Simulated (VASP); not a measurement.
Data:

```
CELL_PARAMETERS angstrom
      1.35500    -2.34693     0.00000
      1.35500     2.34693     0.00000
      0.00000     0.00000     4.28000
ATOMIC_POSITIONS crystal
  Ru 0.33333 0.66667 0.25000
  Ru 0.66667 0.33333 0.75000
```

These are PBE GGA, VASP's PBE PAW potentials (set 64) (plane waves; VASP) values and carry that method's errors. Numerical set-up: 520 eV cut-off, 14×14×8 Γ-centred mesh, first-order Methfessel-Paxton smearing of 0.10 eV, potentials Ru_pv.

The ions, cell shape and volume are relaxed. What does this cell relax into?

```
CELL_PARAMETERS angstrom
      1.36106    -2.35742     0.00000
      1.36106     2.35742     0.00000
      0.00000     0.00000     4.28966
ATOMIC_POSITIONS crystal
  Ru 0.33333 0.66667 0.25000
  Ru 0.66667 0.33333 0.75000
```
Space group P6_3/mmc (194), at a tolerance of 0.03 Å.

How do energy and volume change from the first to the last step?

The energy (σ→0) changes by -1.7 meV/atom and the volume by +1.1 %, in 6 ionic steps.

The compound is Ru in the hcp structure. This run relaxes it. Symmetry was kept, so distortions that lower it aren't found.
